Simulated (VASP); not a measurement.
A convergence study with VASP on Co (hcp): a few settings are varied, all else stays as given below, so the limit is that of these other settings. The cell's lengths are 1 % over those of the tabulated start and one atom is moved, so it is off equilibrium.

```yaml
crystal:
  lattice:
    - [1.26755, -2.19546, 0.00000]
    - [1.26755, 2.19546, 0.00000]
    - [0.00000, 0.00000, 4.11070]
  atoms:
    - { symbol: Co, position: [0.33333, 0.66667, 0.25000], spin: 1.8 }
    - { symbol: Co, position: [0.69057, 0.35724, 0.75000], spin: 1.8 }
```

These are PBEsol GGA, VASP's PBE PAW potentials (set 64) (plane waves; VASP) values and carry that method's errors. The last row used: 550 eV cut-off, 14×14×8 Γ-centred mesh, first-order Methfessel-Paxton smearing of 0.10 eV, potentials Co.

```csv
setting,E (eV/atom),pressure (GPa),largest force (eV/Å),moment (μB),electronic steps
"ALGO = Normal, EDIFF = 1E-2",-7.6574,-18.79,0.097,3.330,10
"ALGO = Normal, EDIFF = 1E-3",-7.6574,-17.14,0.097,3.332,10
"ALGO = Normal, EDIFF = 1E-4",-7.6573,-18.98,0.099,3.325,12
"ALGO = Normal, EDIFF = 1E-5",-7.6573,-18.95,0.099,3.325,12
"ALGO = Normal, EDIFF = 1E-6",-7.6573,-19.07,0.099,3.326,14
"ALGO = Normal, EDIFF = 1E-7",-7.6573,-19.02,0.099,3.326,16
"ALGO = Normal, EDIFF = 1E-8",-7.6573,-19.01,0.099,3.326,16
"ALGO = Normal, EDIFF = 1E-9",-7.6573,-19.01,0.099,3.326,16
"ALGO = Fast, EDIFF = 1E-2",-7.6573,-19.14,0.097,3.329,10
"ALGO = Fast, EDIFF = 1E-3",-7.6574,-17.67,0.097,3.329,10
"ALGO = Fast, EDIFF = 1E-4",-7.6573,-19.03,0.099,3.325,12
"ALGO = Fast, EDIFF = 1E-5",-7.6573,-20.18,0.099,3.325,13
"ALGO = Fast, EDIFF = 1E-6",-7.6573,-19.00,0.099,3.326,15
"ALGO = Fast, EDIFF = 1E-7",-7.6573,-19.01,0.099,3.326,16
"ALGO = Fast, EDIFF = 1E-8",-7.6573,-19.02,0.099,3.326,19
"ALGO = Fast, EDIFF = 1E-9",-7.6573,-19.02,0.099,3.326,21
"ALGO = All, EDIFF = 1E-3",-7.6572,-17.94,0.101,3.310,14
"ALGO = All, EDIFF = 1E-4",-7.6573,-19.32,0.099,3.324,16
"ALGO = All, EDIFF = 1E-5",-7.6573,-18.98,0.099,3.327,18
"ALGO = All, EDIFF = 1E-6",-7.6573,-19.02,0.099,3.327,20
"ALGO = All, EDIFF = 1E-7",-7.6573,-19.03,0.099,3.326,23
"ALGO = All, EDIFF = 1E-8",-7.6573,-19.02,0.099,3.326,25
"ALGO = All, EDIFF = 1E-9",-7.6573,-19.02,0.099,3.326,29
```

Left out are rungs that failed or repeat a setting and relaxations that didn't move; long series are thinned to 24 rows.

The compound is Co in the hcp structure. The cell was not relaxed at this level, it is distorted from the ideal structure. The spin order is the one that the start imposed; others were not tried in this run.
